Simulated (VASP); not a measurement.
```xyz
2
Lattice="0.0000 3.1600 3.1600 3.1600 0.0000 3.1600 3.1600 3.1600 0.0000" Properties=species:S:1:pos:R:3 pbc="T T T"
Sn     0.0000     0.0000     0.0000
Te     3.1600     3.1600     3.1600
```

These are r2SCAN meta-GGA, VASP's PBE PAW potentials (set 64) (plane waves; VASP) values and carry that method's errors. Settings: 400 eV cut-off, 7×7×7 Γ-centred mesh, Gaussian smearing of 0.050 eV, potentials Sn_d Te.

Energy and stress use the plane-wave basis of the starting cell.

Task: The ions, cell shape and volume are relaxed. Predict the relaxed structure.

Result: 
```xyz
2
Lattice="0.0000 3.1841 3.1841 3.1841 0.0000 3.1841 3.1841 3.1841 0.0000" Properties=species:S:1:pos:R:3 pbc="T T T"
Sn     0.0000     0.0000     0.0000
Te     3.1841     3.1841     3.1841
```
Space group Fm-3m (225), at a tolerance of 0.03 Å.

Task: How do energy and volume change from the first to the last step?

Result: The energy (σ→0) changes by -2.4 meV/atom and the volume by +2.3 %, in 3 ionic steps.

| step | E(σ→0) (eV) | max force (eV/Å) | pressure (GPa) | volume (Å³) |
|---|---|---|---|---|
| 1 | -50.6825 | 0.000 | 1.06 | 63.11 |
| 2 | -50.6867 | 0.000 | -0.32 | 65.04 |
| 3 | -50.6872 | 0.000 | 0.00 | 64.56 |

The compound is SnTe in the rock salt structure, which distorts at low temperature. This run relaxes it. Symmetry was kept, so distortions that lower it aren't found.
